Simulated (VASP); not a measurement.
An input for Quantum ESPRESSO's pw.x (written as the equivalent of a VASP run, and not itself run):

```
&CONTROL
  calculation = 'vc-relax'
  pseudo_dir = './pseudo'
  outdir = './out'
  tprnfor = .true.
  tstress = .true.
  nstep = 50
  forc_conv_thr = 0.00039
/
&SYSTEM
  ibrav = 0
  nat = 4
  ntyp = 1
  ecutwfc = 102
  occupations = 'smearing'
  smearing = 'methfessel-paxton'
  degauss = 0.00735
  input_dft = 'pz'
/
&ELECTRONS
  conv_thr = 7.3e-08
  electron_maxstep = 100
/
&IONS
/
&CELL
/
ATOMIC_SPECIES
  Cd 112.414 Cd.upf
CELL_PARAMETERS angstrom
     3.1949880    0.0000000    0.0000000
    -1.5974930    2.7669410    0.0000000
     0.0000000    0.0000000   10.2798950
ATOMIC_POSITIONS crystal
  Cd   0.0000000  0.0000000  0.0000000
  Cd   0.0000000  0.0000000  0.5000000
  Cd   0.3333330  0.6666670  0.2500000
  Cd   0.6666670  0.3333330  0.7500000
K_POINTS automatic
  8 8 3 0 0 0
```

### Question
Write the VASP files for the same calculation (LDA).

### Answer
Several could match; the one computed here: 
### KPOINTS
```
Automatic mesh
0
Gamma
8 8 3
0 0 0
```

**INCAR**
```
# general
SYSTEM  = Cd
PREC    = Accurate
ENCUT   = 300   # plane-wave cut-off (eV)
LREAL   = .False.   # projection in real space or not
LASPH   = .True.   # aspherical one-centre terms

# electronic loop
EDIFF   = 1E-6   # SCF stop (eV)
NELM    = 100   # most electronic steps
ALGO    = Normal   # blocked Davidson
LMAXMIX = 4   # l cut-off of mixed one-centre charges

# smearing
ISMEAR  = 1   # Methfessel-Paxton
SIGMA   = 0.1   # width (eV)

# ions
IBRION  = 2   # conjugate gradients
NSW     = 50   # most ionic steps
ISIF    = 3
EDIFFG  = -0.01

# output
LWAVE   = .False.
LCHARG  = .False.
```

POSCAR:
```
Cd
1
    3.1949880000     0.0000000000     0.0000000000
   -1.5974930000     2.7669410000     0.0000000000
    0.0000000000     0.0000000000    10.2798950000
Cd
4
Direct
  0.0000000000   0.0000000000   0.0000000000
  0.0000000000   0.0000000000   0.5000000000
  0.3333330000   0.6666670000   0.2500000000
  0.6666670000   0.3333330000   0.7500000000
```

POTCAR, in this order: Cd (LDA.64 set). Program: vasp_std.

What does not carry over: the potentials are each code's own (VASP's PAW set, PseudoDojo norm-conserving files in pw.x), so ENCUT and ecutwfc are chosen apart and not converted; conv_thr bounds pw.x's estimated SCF error, while EDIFF bounds the energy change between steps; forc_conv_thr acts on force components and is met together with etot_conv_thr.

The structure was generated: Cd was put into an ordered model structure, which need not be its known phase. This run relaxes it. Symmetry was kept, so distortions that lower it aren't found. The run is one of a series of settings (EDIFFG = -0.01, IBRION = 2, ISIF = 3, NSW = 50 against the base run), some of them coarse on purpose.
